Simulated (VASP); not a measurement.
Input:

```yaml
crystal:
  lattice:
    - [-4.40035, 4.40035, 2.40088]
    - [4.40035, -4.40035, 2.40088]
    - [4.40035, 4.40035, -2.40088]
  atoms:
    - { symbol: Rb, position: [0.75000, 0.25000, 0.50000] }
    - { symbol: Rb, position: [0.00000, 0.00000, 0.00000] }
```

All values below come from LDA (Ceperley-Alder, Perdew-Zunger), VASP's LDA PAW potentials (set 64) (plane waves; VASP). Run with 300 eV cut-off, 6×6×6 Γ-centred mesh, Gaussian smearing of 0.14 eV, potentials Rb_sv.

Problem. Estimate the energy per atom (σ→0), band gap (on the k-mesh) with the smallest direct gap where there is one.

Solution. 
The band gap (on the k-mesh) is none (metal, semimetal or under 0.01 eV) and the energy per atom (σ→0) comes out as -0.977 eV/atom.

The absolute energy has meaning only against runs of the same code, potentials and settings.

The structure was generated: Rb was put into an ordered model structure, which need not be its known phase. The cell was not relaxed at this level.
